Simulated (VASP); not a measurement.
Here is the system:

```
Rh3Ta
1.0
    3.86978     0.00000     0.00000
    0.00000     3.86978     0.00000
    0.00000     0.00000     3.86978
Ta Rh
1 3
Direct
  0.00000   0.00000   0.00000
  0.00000   0.50000   0.50000
  0.50000   0.00000   0.50000
  0.50000   0.50000   0.00000
```

All values below come from SCAN meta-GGA, VASP's PBE PAW potentials (set 64) (plane waves; VASP). Run with 400 eV cut-off, 7×7×7 Γ-centred mesh, first-order Methfessel-Paxton smearing of 0.10 eV, potentials Ta_pv Rh_pv.

**Question.** Give the stress tensor in GPa (positive for a compressed cell).

**Answer.** 
```
-5.98   0.00   0.00
 0.00  -5.98   0.00
 0.00   0.00  -5.98
```
The pressure is its mean diagonal, -5.98 GPa.

The structure comes from a computed database's TaRh3 entry (Pm-3m); how it stands against other phases isn't given here. The cell was not relaxed at this level. The run is one of a series of settings (GGA removed, LMIXTAU = .TRUE., METAGGA = SCAN against the base run), some of them coarse on purpose.
